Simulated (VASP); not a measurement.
Given:

```
CELL_PARAMETERS angstrom
      0.00000     2.26000     2.26000
      2.26000     0.00000     2.26000
      2.26000     2.26000     0.00000
ATOMIC_POSITIONS crystal
  Hf 0.00000 0.00000 0.00000
  N  0.50000 0.50000 0.50000
```

These are MS2 meta-GGA, VASP's PBE PAW potentials (set 64) (plane waves; VASP 6.6.1) values and carry that method's errors. Run with 520 eV cut-off, 13×13×13 Γ-centred mesh, first-order Methfessel-Paxton smearing of 0.10 eV, potentials Hf_pv N.

### Question
The ions, cell shape and volume are relaxed. What does this cell relax into?

### Answer

```
CELL_PARAMETERS angstrom
      0.00000     2.24760     2.24760
      2.24760     0.00000     2.24760
      2.24760     2.24760     0.00000
ATOMIC_POSITIONS crystal
  Hf 0.00000 0.00000 0.00000
  N  0.50000 0.50000 0.50000
```
Space group Fm-3m (225), at a tolerance of 0.03 Å.

### Question
How do energy and volume change from the first to the last step?

### Answer
The energy (σ→0) changes by -2.9 meV/atom and the volume by -1.6 %, in 3 ionic steps.

The compound is HfN in the rock salt structure. This run relaxes it. Symmetry was kept, so distortions that lower it aren't found. The electron count is odd and the run is not spin-polarised, which forces a metal.
